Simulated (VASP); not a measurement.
Input:

```
CELL_PARAMETERS angstrom
      0.00000     2.74629     2.74629
      2.74629     0.00000     2.74629
      2.74629     2.74629     0.00000
ATOMIC_POSITIONS crystal
  Cd 0.00000 0.00000 0.00000
  F  0.25000 0.25000 0.25000
  F  0.75000 0.75000 0.75000
```

Method: PBE GGA, VASP's PBE PAW potentials (set 64) (plane waves; VASP). Run with 600 eV cut-off, 8×8×8 Γ-centred mesh, Gaussian smearing of 0.050 eV, potentials Cd F.

Question: The ions, cell shape and volume at an external pressure of 1.0 GPa are relaxed. Give the cell that the relaxation ends in.

Answer: 
```
CELL_PARAMETERS angstrom
      0.00000     2.73457     2.73457
      2.73457     0.00000     2.73457
      2.73457     2.73457     0.00000
ATOMIC_POSITIONS crystal
  Cd 0.00000 0.00000 0.00000
  F  0.25000 0.25000 0.25000
  F  0.75000 0.75000 0.75000
```
Space group Fm-3m (225), at a tolerance of 0.03 Å.

Question: How do energy and volume change from the first to the last step?

Answer: The energy (σ→0) changes by +0.4 meV/atom and the volume by -1.3 %, in 3 ionic steps.

The compound is CdF2 in the fluorite structure. This run relaxes it under an external pressure of 1 GPa. Symmetry was kept, so distortions that lower it aren't found.
